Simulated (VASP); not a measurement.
Calculation: LDA (Ceperley-Alder, Perdew-Zunger), VASP's LDA PAW potentials (set 64) (plane waves; VASP).

VASP input:

**POSCAR**
```
Li2S
1
    0.0000000000     2.7838676785     2.7838676785
    2.7838676785     0.0000000000     2.7838676785
    2.7838676785     2.7838676785     0.0000000000
Li S
2 1
Direct
  0.2500000000   0.2500000000   0.2500000000
  0.7500000000   0.7500000000   0.7500000000
  0.0000000000   0.0000000000   0.0000000000
```

### INCAR
```
ALGO = Normal
EDIFF = 1E-7
ENCUT = 650
IBRION = 6
ISIF = 3
ISMEAR = 0
LASPH = T
LCHARG = F
LREAL = F
LWAVE = F
NELM = 100
NFREE = 2
NSW = 1
POTIM = 0.015
PREC = Accurate
SIGMA = 0.05
SYSTEM = Li2S
```

KPOINTS:
```
Automatic
0
gamma
6 6 6
```

POTCAR, in this order: Li_sv S (LDA.64 set). Program: vasp_std.

The resulting files:

### OUTCAR
```


   1 f  =   11.918592 THz    74.886720 2PiTHz  397.561424 cm-1    49.291312 meV
             X         Y         Z           dx          dy          dz
      1.391934  1.391934  1.391934    -0.026617   -0.101569   -0.699268
      4.175802  4.175802  4.175802     0.026617    0.101569    0.699268
      0.000000  0.000000  0.000000     0.000000   -0.000000    0.000000

   2 f  =   11.918592 THz    74.886720 2PiTHz  397.561424 cm-1    49.291312 meV
             X         Y         Z           dx          dy          dz
      1.391934  1.391934  1.391934     0.646305    0.279359   -0.065179
      4.175802  4.175802  4.175802    -0.646305   -0.279359    0.065179
      0.000000  0.000000  0.000000     0.000000    0.000000    0.000000

   3 f  =   11.918592 THz    74.886720 2PiTHz  397.561424 cm-1    49.291312 meV
             X         Y         Z           dx          dy          dz
      1.391934  1.391934  1.391934    -0.285624    0.641594   -0.082320
      4.175802  4.175802  4.175802     0.285624   -0.641594    0.082320
      0.000000  0.000000  0.000000    -0.000000    0.000000    0.000000

   4 f  =   10.597684 THz    66.587214 2PiTHz  353.500696 cm-1    43.828481 meV
             X         Y         Z           dx          dy          dz
      1.391934  1.391934  1.391934    -0.299417    0.507746    0.000000
      4.175802  4.175802  4.175802    -0.299417    0.507746   -0.000000
      0.000000  0.000000  0.000000     0.280567   -0.475781    0.000000

   5 f  =   10.597684 THz    66.587214 2PiTHz  353.500696 cm-1    43.828481 meV
             X         Y         Z           dx          dy          dz
      1.391934  1.391934  1.391934     0.507746    0.299417   -0.000000
      4.175802  4.175802  4.175802     0.507746    0.299417    0.000000
      0.000000  0.000000  0.000000    -0.475781   -0.280567    0.000000

   6 f  =   10.597684 THz    66.587214 2PiTHz  353.500696 cm-1    43.828481 meV
             X         Y         Z           dx          dy          dz
      1.391934  1.391934  1.391934     0.000000    0.000000    0.589455
      4.175802  4.175802  4.175802    -0.000000    0.000000    0.589455
      0.000000  0.000000  0.000000    -0.000000    0.000000   -0.552346

   7 f/i=    0.010041 THz     0.063091 2PiTHz    0.334941 cm-1     0.041527 meV
             X         Y         Z           dx          dy          dz
      1.391934  1.391934  1.391934    -0.006649    0.349888    0.173428
      4.175802  4.175802  4.175802    -0.006649    0.349888    0.173428
      0.000000  0.000000  0.000000    -0.014191    0.746789    0.370159

   8 f/i=    0.010041 THz     0.063091 2PiTHz    0.334941 cm-1     0.041527 meV
             X         Y         Z           dx          dy          dz
      1.391934  1.391934  1.391934     0.009345   -0.173261    0.349909
      4.175802  4.175802  4.175802     0.009345   -0.173261    0.349909
      0.000000  0.000000  0.000000     0.019945   -0.369803    0.746835

   9 f/i=    0.010041 THz     0.063091 2PiTHz    0.334941 cm-1     0.041527 meV
             X         Y         Z           dx          dy          dz
      1.391934  1.391934  1.391934    -0.390399   -0.010106    0.005422
      4.175802  4.175802  4.175802    -0.390399   -0.010106    0.005422
      0.000000  0.000000  0.000000    -0.833256   -0.021570    0.011573

 ELASTIC MODULI CONTR FROM IONIC RELAXATION (kBar)
 Direction    XX          YY          ZZ          XY          YZ          ZX
 --------------------------------------------------------------------------------
 XX          -0.0000     -0.0000     -0.0000     -0.0000      0.0000     -0.0000
 YY          -0.0000     -0.0000     -0.0000     -0.0000     -0.0000     -0.0000
 ZZ          -0.0000     -0.0000     -0.0000     -0.0000     -0.0000     -0.0000
 XY          -0.0000     -0.0000     -0.0000    -46.5372      0.0000     -0.0000
 YZ           0.0000     -0.0000     -0.0000      0.0000    -46.5372      0.0000
 ZX          -0.0000     -0.0000     -0.0000     -0.0000      0.0000    -46.5372
 --------------------------------------------------------------------------------

 TOTAL ELASTIC MODULI (kBar)
 Direction    XX          YY          ZZ          XY          YZ          ZX
 --------------------------------------------------------------------------------
 XX         923.1390    227.0366    227.0366      0.0000      0.0000     -0.0000
 YY         227.0366    923.1390    227.0366     -0.0000      0.0000      0.0000
 ZZ         227.0366    227.0366    923.1390      0.0000     -0.0000     -0.0000
 XY           0.0000     -0.0000      0.0000    377.1615      0.0000     -0.0000
 YZ           0.0000      0.0000     -0.0000      0.0000    377.1615      0.0000
 ZX          -0.0000      0.0000     -0.0000     -0.0000      0.0000    377.1615
 --------------------------------------------------------------------------------
```
(Selected blocks of OUTCAR.)

The compound is Li2S in the antifluorite structure. It was relaxed first, which changed the volume by -8 %.
